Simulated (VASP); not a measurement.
Crystal: GaP.

```
Ga P
1.0
     0.00000    2.72500    2.72500
     2.72500    0.00000    2.72500
     2.72500    2.72500    0.00000
Ga P
1 1
Cartesian
  0.0000 0.0000 0.0000
  1.3625 1.3625 1.3625
```

The cell was built by a generator and needn't be a form met in nature.

- Program: VASP 6.6.1
- Task: relaxation of cell and atoms
- Functional: PBE
- Potentials or basis: VASP PAW PBE potentials, release 64 (Ga_d, P)
- Cutoff: 600 eV
- k mesh: 8 × 8 × 8
- Occupations: gaussian, width 0.01 eV
- Spin: no spin polarisation

At the start: pressure 2.5 GPa; volume 20.23 Å³/atom.

Where does the relaxation end?

Over 6 steps the energy falls by 4.7 meV/atom and the volume is 20.86 Å³/atom (+3.1 %); space group F-43m (No. 216, to 0.05 Å).

Step by step:
```
step  energy change (eV)  largest force (eV/Å)  pressure (GPa)  volume (Å³)
   1              0.0000                0.0000            2.52        40.47
   2             -0.0071                0.0000           -1.08        42.36
   3             -0.0094                0.0000            0.02        41.71
   4             -0.0094                0.0000           -0.03        41.73
   5             -0.0094                0.0000            0.07        41.71
   6             -0.0094                0.0000           -0.01        41.73
```

Final structure:
```
CELL_PARAMETERS angstrom
0.00000 2.75294 2.75294
2.75294 0.00000 2.75294
2.75294 2.75294 0.00000
ATOMIC_POSITIONS crystal
Ga 0.00000 0.00000 0.00000
P 0.25000 0.25000 0.25000
```
